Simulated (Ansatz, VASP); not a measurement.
# Cross-check of Hf3SiO8 (amorphous 75HfO2-25SiO2 (mol %)) between VASP and Ansatz

One calculation is typed for both programs; each brings its own data sets. How far apart do they land? The structure shown is the start of the Ansatz relaxation below; VASP solves that cell, so the two are compared at the walk's first step.

Main program and level: Ansatz 0.2.0; plane waves, with VASP 6.6.1 beside it; single point at PBE.

**1. The structure**

The cell holds 84 atoms: 21 Hf, 7 Si and 56 O. Cell: a = 10.570 Å, b = 10.570 Å, c = 10.570 Å, α = 90.0°, β = 90.0°, γ = 90.0°. As first built, before any earlier steps moved the atoms (in the runner's words): 84 atoms (21 Zr, 7 Si, 56 O) placed at random at 4.23 g/cm^3, melted at 5000 K for 10 ps at fixed volume with the Morse and Coulomb pair potential with partial charges (Pedone, Malavasi, Menziani, Cormack and Segre, J. Phys. Chem. B 110, 11780 (2006)). Quenched from 5000 K to 300 K at 50 K/ps and fixed volume, held 5 ps, then minimised at fixed cell. Then Zr was replaced by Hf (the potential has no terms for the new elements, so the cell is a start for a DFT relaxation).

**2. Ansatz: relaxation, PBE**

Ansatz runs on its default PAW (the set named soft_2) files.

The two programs are compared at the cell with which this relaxation starts, whose forces are those of its first step.

input.yaml reads:

```yaml
crystal:
  lattice:
    - [10.5701, 0.0, 0.0]
    - [0.0, 10.5701, 0.0]
    - [0.0, 0.0, 10.5701]
  atoms:
    - { symbol: Hf, position: [0.4954, 0.2434, 0.51267] }
    - { symbol: Hf, position: [0.63331, 0.43974, 0.18342] }
    - { symbol: Hf, position: [0.17263, 0.56911, 0.8752] }
    - { symbol: Hf, position: [0.63397, 0.34843, 0.85032] }
    - { symbol: Hf, position: [0.34334, 0.99488, 0.25986] }
    - { symbol: Hf, position: [0.85026, 0.86164, 0.12133] }
    - { symbol: Hf, position: [0.76382, 0.32503, 0.49294] }
    - { symbol: Hf, position: [0.29547, 0.20107, 0.82016] }
    - { symbol: Hf, position: [0.08673, 0.87685, 0.43825] }
    - { symbol: Hf, position: [0.60627, 0.78853, 0.65733] }
    - { symbol: Hf, position: [0.98084, 0.13015, 0.30489] }
    - { symbol: Hf, position: [0.8578, 0.65651, 0.37731] }
    - { symbol: Hf, position: [0.96839, 0.42952, 0.16756] }
    - { symbol: Hf, position: [0.36369, 0.96246, 0.56982] }
    - { symbol: Hf, position: [0.14056, 0.75843, 0.10651] }
    - { symbol: Hf, position: [0.38081, 0.87754, 0.92086] }
    - { symbol: Hf, position: [0.0822, 0.90291, 0.81233] }
    - { symbol: Hf, position: [0.86234, 0.60354, 0.6943] }
    - { symbol: Hf, position: [0.6993, 0.96739, 0.38785] }
    - { symbol: Hf, position: [0.63532, 0.08456, 0.08842] }
    - { symbol: Hf, position: [0.93724, 0.30397, 0.81423] }
    - { symbol: Si, position: [0.22809, 0.27257, 0.12609] }
    - { symbol: Si, position: [0.64994, 0.66149, 0.944] }
    - { symbol: Si, position: [0.78729, 0.03082, 0.82916] }
    - { symbol: Si, position: [0.07317, 0.28139, 0.57431] }
    - { symbol: Si, position: [0.12232, 0.55387, 0.44785] }
    - { symbol: Si, position: [0.36786, 0.54641, 0.59183] }
    - { symbol: Si, position: [0.33727, 0.54625, 0.16382] }
    - { symbol: O, position: [0.60766, 0.35924, 0.36726] }
    - { symbol: O, position: [0.47937, 0.5502, 0.20169] }
    - { symbol: O, position: [0.91669, 0.33698, 0.00494] }
    - { symbol: O, position: [0.91116, 0.97712, 0.42522] }
    - { symbol: O, position: [0.91812, 0.27579, 0.61332] }
    - { symbol: O, position: [0.28316, 0.40143, 0.18558] }
    - { symbol: O, position: [0.10188, 0.4211, 0.52629] }
    - { symbol: O, position: [0.16094, 0.92457, 0.62104] }
    - { symbol: O, position: [0.29324, 0.55101, 0.72537] }
    - { symbol: O, position: [0.76381, 0.98253, 0.9781] }
    - { symbol: O, position: [0.83267, 0.50908, 0.51492] }
    - { symbol: O, position: [0.30286, 0.87671, 0.1066] }
    - { symbol: O, position: [0.03246, 0.68864, 0.48237] }
    - { symbol: O, position: [0.99088, 0.77684, 0.24507] }
    - { symbol: O, position: [0.62649, 0.32035, 0.64154] }
    - { symbol: O, position: [0.80862, 0.04364, 0.21106] }
    - { symbol: O, position: [0.31009, 0.56451, 0.01459] }
    - { symbol: O, position: [0.28441, 0.8783, 0.41091] }
    - { symbol: O, position: [0.9801, 0.74392, 0.76137] }
    - { symbol: O, position: [0.01387, 0.87806, 0.01168] }
    - { symbol: O, position: [0.05964, 0.57729, 0.04775] }
    - { symbol: O, position: [0.87276, 0.29247, 0.32614] }
    - { symbol: O, position: [0.12311, 0.99629, 0.27691] }
    - { symbol: O, position: [0.55236, 0.999, 0.2426] }
    - { symbol: O, position: [0.259, 0.59451, 0.48886] }
    - { symbol: O, position: [0.39185, 0.13729, 0.6589] }
    - { symbol: O, position: [0.55302, 0.90839, 0.50948] }
    - { symbol: O, position: [0.49211, 0.63371, 0.59973] }
    - { symbol: O, position: [0.02427, 0.48559, 0.77998] }
    - { symbol: O, position: [0.08648, 0.18193, 0.46599] }
    - { symbol: O, position: [0.31547, 0.15806, 0.15688] }
    - { symbol: O, position: [0.76055, 0.7191, 0.0269] }
    - { symbol: O, position: [0.38828, 0.1051, 0.42079] }
    - { symbol: O, position: [0.49778, 0.02936, 0.96491] }
    - { symbol: O, position: [0.20386, 0.28502, 0.97526] }
    - { symbol: O, position: [0.52704, 0.74769, 0.95037] }
    - { symbol: O, position: [0.69552, 0.67236, 0.79318] }
    - { symbol: O, position: [0.63273, 0.51082, 0.98233] }
    - { symbol: O, position: [0.42969, 0.86366, 0.72754] }
    - { symbol: O, position: [0.75312, 0.80399, 0.29046] }
    - { symbol: O, position: [0.03906, 0.52322, 0.32397] }
    - { symbol: O, position: [0.12793, 0.2491, 0.71639] }
    - { symbol: O, position: [0.08493, 0.26206, 0.19106] }
    - { symbol: O, position: [0.80266, 0.52656, 0.23112] }
    - { symbol: O, position: [0.24679, 0.64848, 0.22561] }
    - { symbol: O, position: [0.77246, 0.73725, 0.55104] }
    - { symbol: O, position: [0.6757, 0.14502, 0.46808] }
    - { symbol: O, position: [0.756, 0.18536, 0.84184] }
    - { symbol: O, position: [0.44918, 0.30733, 0.86287] }
    - { symbol: O, position: [0.63766, 0.27537, 0.07993] }
    - { symbol: O, position: [0.79317, 0.43928, 0.78429] }
    - { symbol: O, position: [0.20579, 0.76549, 0.90124] }
    - { symbol: O, position: [0.39048, 0.40218, 0.55006] }
    - { symbol: O, position: [0.70906, 0.94475, 0.73819] }
    - { symbol: O, position: [0.9381, 0.03896, 0.80255] }
    - { symbol: O, position: [0.24, 0.01632, 0.86147] }
kpoints:
  mp_grid: { grid: [1, 1, 1] }
hamiltonian:
  xc: pbe
scf:
  occupations: { method: fermi_dirac, width: 0.025 }
output:
  forces: true
relax:
  f_tol: 0.04
  max_steps: 250
  cell: {}
```

Run with:

```sh
$ ansatz run input.yaml --threads 4 --pin off --max-ram 8192MiB --backend cpu --events-out ev --progress --plain --runs-dir out
```

Numbers of over 12 decimals in the logs are rounded to 6 here.

Log:

```text
Engine: ansatz 0.2.0, aarch64-unknown-linux-gnu
Pseudopotentials: kind: paw
Pseudopotential: Hf, paw, valence charge 26, recommended cutoff 420 eV (normal), Hf.paw.azcp
Pseudopotential: Si, paw, valence charge 4, recommended cutoff 420 eV (normal), Si.paw.azcp
Pseudopotential: O, paw, valence charge 6, recommended cutoff 420 eV (normal), O.paw.azcp
Functional definition: PBE
  parameter kappa = 0.804
  parameter beta = 0.066725
  exchange = pbe_x(kappa = kappa, mu = beta*pi^2/3)
  correlation = pbe_c(beta = beta)
Crystal: 84 atoms, lattice volume = 1180.966 Å³
Basis set: ecut = 420 eV, 22983 PW (Γ), exchange–correlation on 144×144×144 points (8 copies of the dense FFT grid, shifted against one another)
Bands: 546, of which v1, the nominal top of the filled ones, is band 455 counted from 1 (454 counted from 0)
Symmetry: 1 space group operations
Space group: P1 (ITA 1), of the structure as read, at distance tolerance 1.1e-4 Å
k-points: 1
Non-local potential: Hf, projectors of the file, l = 0: 3, l = 1: 2, l = 2: 2, l = 3: 3
Non-local potential: Si, projectors of the file, l = 0: 2, l = 1: 2, l = 2: 2
Non-local potential: O, projectors of the file, l = 0: 2, l = 1: 2, l = 2: 1
PAW form: soft (Blöchl's): semilocal exchange-correlation on the pseudo side does not see the compensation charge
PAW one-centre angular grid: Hf, 590 points (default); XC on 64 Gauss nodes
PAW one-centre angular grid: Si, 110 points (default); XC on 64 Gauss nodes
PAW one-centre angular grid: O, 110 points (default); XC on 64 Gauss nodes
Initial density: superposition of atomic densities (neutral atoms: chi_scale 0, normalization atom), corrected by the library's trained network
Initial wavefunctions: pseudopotential atomic-orbital guess
Functional: x = pbe(κ = 0.804, μ = 0.219515), c = pbe(β = 0.066725)
SCF iter   1: F=—  HF=-366496.611321 eV  |F-HF|=—  |Δ(HF+E_count)|=         —  Δρ=3.75e-3  dr2=1.53e-1  ethr=1.77e-3  ⟨swp⟩=6.0  Hψ=1955  notcnv=0  defer=59
preconditioner: auto → Resta (q_TF=auto, 2.612 Å⁻¹)  ε∞=4.5  [insulator: Δε(μ)=3.347 eV  Ē_g=16.951 eV  σ=0.025 eV  W_gap=1.00  n_scr=364 (ndim 8)  ℏωp=31.8 eV  f_vac=0.167  D(μ)=0.00/eV (n_scr^D=0)  ε∞_Penn≈4.5]
SCF iter   2: F=—  HF=-366496.606457 eV  |F-HF|=—  |Δ(HF+E_count)|=   4.86e-3  Δρ=1.87e-3  dr2=3.10e-2  ethr=1.68e-5  ⟨swp⟩=2.0  Hψ=948  notcnv=0  defer=87
SCF iter   3: F=—  HF=-366496.608968 eV  |F-HF|=—  |Δ(HF+E_count)|=   2.51e-3  Δρ=8.32e-4  dr2=9.65e-3  ethr=3.40e-6  ⟨swp⟩=2.0  Hψ=778  notcnv=0  defer=87
SCF iter   4: F=—  HF=-366496.610357 eV  |F-HF|=—  |Δ(HF+E_count)|=   1.39e-3  Δρ=2.37e-4  dr2=9.20e-4  ethr=1.06e-6  ⟨swp⟩=2.0  Hψ=906  notcnv=0  defer=87
SCF iter   5: F=—  HF=-366496.610520 eV  |F-HF|=—  |Δ(HF+E_count)|=   1.63e-4  Δρ=1.47e-4  dr2=2.88e-4  ethr=1.01e-7  ⟨swp⟩=2.0  Hψ=913  notcnv=0  defer=87
SCF iter   6: F=—  HF=-366496.610456 eV  |F-HF|=—  |Δ(HF+E_count)|=   6.40e-5  Δρ=4.64e-5  dr2=3.51e-5  ethr=3.16e-8  ⟨swp⟩=2.0  Hψ=909  notcnv=0  defer=87
SCF iter   7: F=—  HF=-366496.612699 eV  |F-HF|=—  |Δ(HF+E_count)|=   2.24e-3  Δρ=3.05e-5  dr2=1.21e-5  ethr=3.86e-9  ⟨swp⟩=2.0  Hψ=997  notcnv=0  defer=87
SCF iter   8: F=—  HF=-366496.612704 eV  |F-HF|=—  |Δ(HF+E_count)|=   4.56e-6  Δρ=1.53e-5  dr2=3.07e-6  ethr=1.34e-9  ⟨swp⟩=2.0  Hψ=906  notcnv=0  defer=87
SCF iter   9: F=—  HF=-366496.612705 eV  |F-HF|=—  |Δ(HF+E_count)|=   1.00e-6  Δρ=5.36e-6  dr2=4.15e-7  ethr=3.37e-10  ⟨swp⟩=2.0  Hψ=788  notcnv=0  defer=87
SCF iter  10: F=—  HF=-366496.612705 eV  |F-HF|=—  |Δ(HF+E_count)|=   2.39e-7  Δρ=3.04e-6  dr2=1.21e-7  ethr=1.10e-11  ⟨swp⟩=4.0  Hψ=1829  notcnv=0
SCF iter  11: F=-366496.612705 eV  HF=-366496.612705 eV  |F-HF|=3.49e-10  |Δ(HF+E_count)|=   6.57e-8  Δρ=1.63e-6  dr2=3.49e-8  ethr=1.10e-11  ⟨swp⟩=4.0  Hψ=1573  notcnv=0
SCF 1 converged in 11 iterations: F = -366496.612705 eV  dr2 = 3.49e-8
  greatest PAW one-centre occupation: 0.999 electrons in one spin orbital (limit 2), on the Hf atom at site 9 (counted from 0), in its partial waves of l = 0
relax step   1: F+E_penalty+E_count = -366496.61270523 eV  Δ(F+E_penalty+E_count) = +0.000e0 eV  max|allowed force component| = 3.605e0 eV/Å  Δτ_max = 0.0000 Å  P = -6.281 GPa  Ω = 1180.966 Å³  (11 SCF iters, dr2 threshold 1.00e-7 eV, accepted)
Crystal: 84 atoms, lattice volume = 1097.118 Å³
Basis set: ecut = 420 eV, 21443 PW (Γ), exchange–correlation on 144×144×144 points (8 copies of the dense FFT grid, shifted against one another)
Initial density: handed on by an earlier stage of this run
Initial wavefunctions: those handed on with the density
iter 1 solved again at ethr=4.60e-4 eV; its pass at ethr=3.10e-3 eV (dr2=4.19e0 eV) is discarded
SCF iter   1: F=—  HF=-366500.909730 eV  |F-HF|=—  |Δ(HF+E_count)|=         —  Δρ=2.00e-2  dr2=4.21e0  ethr=4.60e-4  ⟨swp⟩=9.0  Hψ=2374  notcnv=0  defer=1
[...]
atom  62  O      0.00018623    -0.00165605    -0.00108486
  atom  63  O     -0.00784020    -0.00478874     0.00488804
  atom  64  O      0.00765782    -0.00719252    -0.00004302
  atom  65  O     -0.00262179    -0.00447519     0.00460935
  atom  66  O      0.00410432     0.00731093    -0.00108513
  atom  67  O     -0.00442205    -0.00201222     0.00412390
  atom  68  O      0.01093737    -0.00162608    -0.00066776
  atom  69  O      0.00351859    -0.00462305     0.00431896
  atom  70  O      0.00499879    -0.00034757    -0.00435617
  atom  71  O      0.00358368     0.00630912    -0.00316221
  atom  72  O     -0.00651494    -0.00197827    -0.00024235
  atom  73  O     -0.00140383    -0.01067479     0.00671393
  atom  74  O     -0.00438486     0.00352688     0.00146690
  atom  75  O      0.00362544     0.00246811     0.00290388
  atom  76  O      0.00507865     0.00257206     0.00064110
  atom  77  O      0.00114903    -0.00241946    -0.00335938
  atom  78  O     -0.00023404     0.00099542     0.00613340
  atom  79  O     -0.00062397    -0.00363917     0.00587493
  atom  80  O      0.00027995    -0.00908057    -0.00211085
  atom  81  O      0.00282763    -0.00384742    -0.00510629
  atom  82  O     -0.00078993    -0.00139415    -0.00058317
  atom  83  O     -0.01261486     0.00312502     0.00312253
  atom  84  O      0.00604103     0.00390058     0.00005545
  max |Σ_I F_I| component: 1.32e-5 eV/Å
--- Stress (GPa, compression-positive) ---
       -0.023671      -0.029406      -0.002567
       -0.029407      -0.004013       0.014531
       -0.002567       0.014531      -0.036815
  P = ⅓ Tr σ = -0.0215 GPa (-0.215 kbar)
--- Relaxed structure (12 steps of the walk, 10 accepted, 2 SCFs on fresh bases) ---
  F+E_penalty+E_count = -366500.99124637 eV   max|allowed force component| = 1.763e-2 eV/Å   (the final SCF, on the basis selected at the relaxed cell)
  cell:  # Å, volume = 1114.6394 Å³
    - [10.374474, -0.252142, 0.035321]
    - [-0.252142, 10.485177, 0.089062]
    - [0.035321, 0.089062, 10.253785]
  atoms:
    - { symbol: Hf, position: [0.479484, 0.257159, 0.509387] }
    - { symbol: Hf, position: [0.626462, 0.434975, 0.187573] }
    - { symbol: Hf, position: [0.196254, 0.546611, 0.886722] }
    - { symbol: Hf, position: [0.628648, 0.336455, 0.855697] }
    - { symbol: Hf, position: [0.331961, 1.010701, 0.246555] }
    - { symbol: Hf, position: [0.853779, 0.858249, 0.119432] }
    - { symbol: Hf, position: [0.766488, 0.317860, 0.494206] }
    - { symbol: Hf, position: [0.289690, 0.194258, 0.822811] }
    - { symbol: Hf, position: [0.082899, 0.881889, 0.438519] }
    - { symbol: Hf, position: [0.604219, 0.785671, 0.649231] }
    - { symbol: Hf, position: [0.981382, 0.131960, 0.312395] }
    - { symbol: Hf, position: [0.852733, 0.657523, 0.377588] }
    - { symbol: Hf, position: [0.963385, 0.428382, 0.173764] }
    - { symbol: Hf, position: [0.358742, 0.962971, 0.565221] }
    - { symbol: Hf, position: [0.145437, 0.742814, 0.113875] }
    - { symbol: Hf, position: [0.392432, 0.874028, 0.920617] }
    - { symbol: Hf, position: [0.074849, 0.896418, 0.817102] }
    - { symbol: Hf, position: [0.864523, 0.606275, 0.691368] }
    - { symbol: Hf, position: [0.693661, 0.968492, 0.380558] }
    - { symbol: Hf, position: [0.640594, 0.086699, 0.078336] }
    - { symbol: Hf, position: [0.939485, 0.323782, 0.829665] }
    - { symbol: Si, position: [0.228760, 0.289795, 0.115731] }
    - { symbol: Si, position: [0.653973, 0.658259, 0.940842] }
    - { symbol: Si, position: [0.788718, 0.027644, 0.825500] }
    - { symbol: Si, position: [0.066787, 0.280345, 0.580313] }
    - { symbol: Si, position: [0.113964, 0.562788, 0.461977] }
    - { symbol: Si, position: [0.365319, 0.546228, 0.586701] }
    - { symbol: Si, position: [0.351505, 0.550497, 0.172245] }
    - { symbol: O, position: [0.603684, 0.352428, 0.367110] }
    - { symbol: O, position: [0.501209, 0.563196, 0.218489] }
    - { symbol: O, position: [0.897461, 0.340971, 0.015050] }
    - { symbol: O, position: [0.916238, 0.978051, 0.432024] }
    - { symbol: O, position: [0.911664, 0.267291, 0.622557] }
    - { symbol: O, position: [0.308036, 0.397551, 0.200991] }
    - { symbol: O, position: [0.097752, 0.429831, 0.544152] }
    - { symbol: O, position: [0.159385, 0.924358, 0.618362] }
    - { symbol: O, position: [0.303787, 0.531933, 0.733057] }
    - { symbol: O, position: [0.761621, 0.968646, 0.976919] }
    - { symbol: O, position: [0.825701, 0.506849, 0.513813] }
    - { symbol: O, position: [0.307421, 0.872115, 0.107478] }
    - { symbol: O, position: [0.023645, 0.687407, 0.505949] }
    - { symbol: O, position: [0.997319, 0.775449, 0.257280] }
    - { symbol: O, position: [0.617713, 0.308897, 0.640521] }
    - { symbol: O, position: [0.813284, 0.044150, 0.206420] }
    - { symbol: O, position: [0.338004, 0.567424, 0.015634] }
    - { symbol: O, position: [0.278981, 0.881052, 0.400335] }
    - { symbol: O, position: [0.965193, 0.754288, 0.759843] }
    - { symbol: O, position: [0.021976, 0.873994, 0.018842] }
    - { symbol: O, position: [0.067936, 0.565632, 0.060488] }
    - { symbol: O, position: [0.880287, 0.296650, 0.326746] }
    - { symbol: O, position: [0.127188, 1.012878, 0.275806] }
    - { symbol: O, position: [0.553124, 1.005201, 0.234901] }
[...]
- { symbol: O, position: [0.444488, 0.301110, 0.853741] }
    - { symbol: O, position: [0.622241, 0.275753, 0.070451] }
    - { symbol: O, position: [0.791280, 0.434209, 0.780752] }
    - { symbol: O, position: [0.203203, 0.748664, 0.901650] }
    - { symbol: O, position: [0.375227, 0.402993, 0.527554] }
    - { symbol: O, position: [0.704959, 0.945302, 0.724421] }
    - { symbol: O, position: [0.945645, 0.038919, 0.806168] }
    - { symbol: O, position: [0.246221, 0.010212, 0.865857] }
```

(Part 1 of 2 ends here.)

[Lines on the potential files, build, host, timing and source positions are cut from VASP's logs without a mark.]

[Logs are printed without paths, hosts, clocks, repeated set-up lines and the standing remarks that a program may print on its own settings, such as how far it seeks lower states.]

[Hosts, paths, dates, database ids (printed as entryN), source tags and the programs' standing remarks are cut or masked in the printed files.]
